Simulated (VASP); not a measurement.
Given:

```yaml
crystal:
  lattice:
    - [4.85193, 0.00000, 0.00000]
    - [0.00000, 4.85193, 0.00000]
    - [0.00000, 0.00000, 3.29280]
  atoms:
    - { symbol: Mn, position: [0.00000, 0.00000, 0.00000], spin: 4.6 }
    - { symbol: Mn, position: [0.50000, 0.50000, 0.50000], spin: -4.6 }
    - { symbol: F, position: [0.30410, 0.30410, 0.00000] }
    - { symbol: F, position: [0.80410, 0.19590, 0.50000] }
    - { symbol: F, position: [0.19590, 0.80410, 0.50000] }
    - { symbol: F, position: [0.69590, 0.69590, 0.00000] }
```

Calculation: SCAN meta-GGA, VASP's PBE PAW potentials (set 64) (plane waves; VASP). Settings: 520 eV cut-off, 5×5×8 Γ-centred mesh, tetrahedra with Blöchl corrections, potentials Mn_pv F.

**Question.** Give the spin-up energies of bands 18 to 31 at the high-symmetry points, in eV from the valence-band maximum.

**Answer.** 
```csv
band,Γ,Y,C0,Z,A0,T,S,R
18,-5.43,-4.97,-4.97,-5.24,-5.21,-5.21,-5.22,-5.47
19,-4.58,-4.82,-4.82,-4.96,-4.48,-4.48,-5.07,-4.80
20,-4.21,-4.68,-4.68,-4.86,-4.43,-4.43,-4.99,-4.73
21,-4.19,-4.66,-4.66,-4.72,-4.33,-4.33,-4.26,-4.44
22,-3.90,-4.54,-4.54,-4.59,-4.30,-4.30,-4.24,-4.39
23,-1.66,-1.66,-1.66,-1.48,-1.52,-1.52,-1.62,-1.52
24,-1.43,-1.42,-1.42,-1.42,-1.47,-1.47,-1.39,-1.46
25,-1.26,-1.19,-1.19,-1.15,-1.25,-1.25,-1.24,-1.25
26,-0.33,-0.49,-0.49,-0.55,-0.57,-0.57,-0.06,-0.64
27,-0.05,-0.05,-0.05,-0.23,-0.07,-0.07,0.00,-0.01
28,2.89,3.95,3.95,4.19,4.19,4.19,3.89,4.17
29,3.89,4.46,4.46,4.23,4.22,4.22,4.43,4.22
30,4.46,4.48,4.48,4.34,4.46,4.46,4.43,4.45
31,4.48,4.60,4.60,5.18,5.07,5.07,4.97,5.13
```

**Question.** Give the spin-down energies of bands 18 to 31 at the high-symmetry points, in eV from the valence-band maximum.

**Answer.** 
```
band      Γ      Y     C0      Z     A0      T      S      R
----  -----  -----  -----  -----  -----  -----  -----  -----
18    -5.43  -4.97  -4.97  -5.24  -5.21  -5.21  -5.22  -5.47
19    -4.58  -4.82  -4.82  -4.96  -4.48  -4.48  -5.07  -4.80
20    -4.21  -4.68  -4.68  -4.86  -4.43  -4.43  -4.99  -4.73
21    -4.19  -4.66  -4.66  -4.72  -4.33  -4.33  -4.26  -4.44
22    -3.90  -4.54  -4.54  -4.59  -4.30  -4.30  -4.24  -4.39
23    -1.66  -1.66  -1.66  -1.48  -1.52  -1.52  -1.62  -1.52
24    -1.43  -1.42  -1.42  -1.42  -1.47  -1.47  -1.39  -1.46
25    -1.26  -1.19  -1.19  -1.15  -1.25  -1.25  -1.24  -1.25
26    -0.33  -0.49  -0.49  -0.55  -0.57  -0.57  -0.06  -0.64
27    -0.05  -0.05  -0.05  -0.23  -0.07  -0.07   0.00  -0.01
28     2.89   3.95   3.95   4.19   4.19   4.19   3.89   4.17
29     3.89   4.46   4.46   4.23   4.22   4.22   4.43   4.22
30     4.46   4.48   4.48   4.34   4.46   4.46   4.43   4.45
31     4.48   4.60   4.60   5.18   5.07   5.07   4.97   5.13
```

The gap is indirect, 2.89 eV, from the valence maximum at (0.40, 0.20, 0.50) to the conduction minimum at Γ.

The compound is MnF2 in the rutile structure. It was relaxed first.
